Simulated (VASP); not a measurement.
A run of VASP 6.6.1 is set up as follows.

Contents of INCAR:

```
SYSTEM = MoS2
PREC     = Accurate       ! precision mode
ENCUT    = 600            ! plane-wave cutoff, eV
EDIFF    = 1E-6           ! SCF threshold, eV
ISMEAR   = 0              ! smearing method
SIGMA    = 0.03           ! smearing width, eV
LREAL    = .FALSE.        ! projectors in reciprocal space
LASPH    = .TRUE.         ! aspherical terms in the spheres
NELM     = 80             ! most SCF steps
ALGO     = Normal         ! electronic algorithm
ISIF     = 3              ! what is computed and relaxed
LWAVE    = .FALSE.        ! write WAVECAR
LCHARG   = .FALSE.        ! write CHGCAR
GGA      = PE             ! functional
IVDW     = 12             ! dispersion correction
IBRION   = 2              ! ionic algorithm
NSW      = 90             ! ionic steps
EDIFFG   = -0.01          ! ionic threshold
LATTICE_CONSTRAINTS= .TRUE. .TRUE. .FALSE.
KPAR     = 4
```

Contents of KPOINTS:

```
Automatic mesh
0
G
  12 12 1
  0 0 0
```

Contents of POSCAR:

```
MoS2
1.0
    3.1690000000      0.0000000000      0.0000000000
   -1.5845000000      2.7444345000      0.0000000000
    0.0000000000      0.0000000000     39.6162960000
S Mo
8 4
Direct
    0.3333333300      0.6666666700      0.2271792400
    0.3333333300      0.6666666700      0.3061946000
    0.6666666700      0.3333333300      0.3827212900
    0.6666666700      0.3333333300      0.4617366600
    0.3333333300      0.6666666700      0.5382633400
    0.3333333300      0.6666666700      0.6172787100
    0.6666666700      0.3333333300      0.6938054000
    0.6666666700      0.3333333300      0.7728207600
    0.6666666700      0.3333333300      0.2666869200
    0.3333333300      0.6666666700      0.4222289700
    0.6666666700      0.3333333300      0.5777710300
    0.3333333300      0.6666666700      0.7333130800
```

Potentials or basis: VASP PAW PBE potentials, release 64 (S, Mo_sv).

Command:

```sh
$ cat potpaw_PBE.64/S/POTCAR potpaw_PBE.64/Mo_sv/POTCAR > POTCAR
$ mpirun -np 4 vasp_std > vasp.out
```

(1) Estimate the band gap on the k mesh.

(2) What does it give for the relaxed volume?

## Answers

(1) 0.95 eV, indirect (least direct gap 1.73 eV).

(2) 28.35 Å³/atom.
